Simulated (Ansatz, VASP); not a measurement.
One calculation of Al3BAs2, two programs

Contents of INCAR:

```
PREC     = Accurate       # precision mode
ENCUT    = 520            # plane-wave cutoff, eV
EDIFF    = 1E-6           # SCF threshold, eV
ISMEAR   = 0              # smearing method
SIGMA    = 0.1            # smearing width, eV
LREAL    = False          # projectors in reciprocal space
LASPH    = True           # aspherical terms in the spheres
NELM     = 60             # most SCF steps
ALGO     = Normal         # electronic algorithm
ISIF     = 2              # what is computed and relaxed
LWAVE    = False          # write WAVECAR
LCHARG   = False          # write CHGCAR
GGA      = PE             # functional
NBANDS   = 20             # bands
```

Contents of KPOINTS:

```
Automatic mesh
0
Gamma
  6 6 4
```

Contents of POSCAR:

```
Al3BAs2
1.0
    4.3762684900      0.0000000000      0.0000000000
   -2.1881342400      3.7899596800      0.0000000000
    0.0000000000      0.0000000000      7.0220412900
Al B As
3 1 2
Direct
    0.3333333300      0.6666666700      0.6460000300
    0.6666666700      0.3333333300      0.3539999700
    0.0000000000      0.0000000000      0.5000000000
    0.0000000000      0.0000000000      0.0000000000
    0.3333333300      0.6666666700      0.2557500000
    0.6666666700      0.3333333300      0.7442500000
```

Input for Ansatz:

```yaml
crystal:
  lattice:
    - [4.37626849, 0.0, 0.0]
    - [-2.18813424, 3.78995968, 0.0]
    - [0.0, 0.0, 7.02204129]
  atoms:
    - { symbol: Al, position: [0.33333333, 0.66666667, 0.64600003] }
    - { symbol: Al, position: [0.66666667, 0.33333333, 0.35399997] }
    - { symbol: Al, position: [0.0, 0.0, 0.5] }
    - { symbol: B, position: [0.0, 0.0, 0.0] }
    - { symbol: As, position: [0.33333333, 0.66666667, 0.25575] }
    - { symbol: As, position: [0.66666667, 0.33333333, 0.74425] }
basis:
  ecutwfc: 420
kpoints:
  mp_grid: { grid: [6, 6, 4] }
hamiltonian:
  xc: pbe
scf:
  occupations: { method: gaussian, width: 0.1 }
  lower_state_search: "off"
output:
  forces: true
  stress: true
  eigenvalues: true
```

Change from the starting cell: species swapped into the Li3LaBi2 type (P-3m1, No. 164).

Alike in both runs: task single point; functional PBE; k mesh 6 × 6 × 4; occupations gaussian, width 0.1 eV; no spin polarisation.

|  | VASP | Ansatz |
| --- | --- | --- |
| version | VASP 6.6.1 | Ansatz 0.2.0 |
| potentials or method | VASP PAW PBE potentials, release 64 (Al, B, As) | scalar-relativistic, plane waves, PAW |
| plane-wave cutoff (eV) | 520 | 420 |
| valence electrons in the cell | 22 | 42 |

|  | VASP | Ansatz | Ansatz less VASP |
| --- | --- | --- | --- |
| gap on the k mesh at the Fermi level (eV) | none | none | - |
| pressure (GPa) | 0.5 | 0.5 | -0.07 |
| largest component of the traceless stress (GPa) | 4.17 | 4.17 | 0.000 |
| rms of the force components (eV/Å) | 0.217 | 0.213 | -0.0037 |

Atom by atom the forces differ by 0.005 eV/Å (rms over components). A gap of «none» marks a metal or a gap that the smearing closes. With one functional, cell and mesh, what is left measures potentials, basis and numerics. The two sets of potentials don't hold the same shells in valence.
